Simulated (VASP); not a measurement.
Here is the system:

```
CELL_PARAMETERS angstrom
      0.00000     2.89092     2.89092
      2.89092     0.00000     2.89092
      2.89092     2.89092     0.00000
ATOMIC_POSITIONS crystal
  Ga 0.00000 0.00000 0.00000
  As 0.25000 0.25000 0.25000
```

Level of theory: AM05 GGA, VASP's PBE PAW potentials (set 64) (plane waves; VASP). Settings: 520 eV cut-off, 8×8×8 Γ-centred mesh, Gaussian smearing of 0.050 eV, potentials Ga_d As.

Problem. Give the stress tensor in GPa (positive for a compressed cell).

Solution. 
```
-3.36   0.00   0.00
 0.00  -3.36   0.00
 0.00   0.00  -3.36
```
The pressure is its mean diagonal, -3.36 GPa.

The compound is GaAs in the zinc blende structure. This cell is one point of a volume scan, at 1.06 of the reference volume.
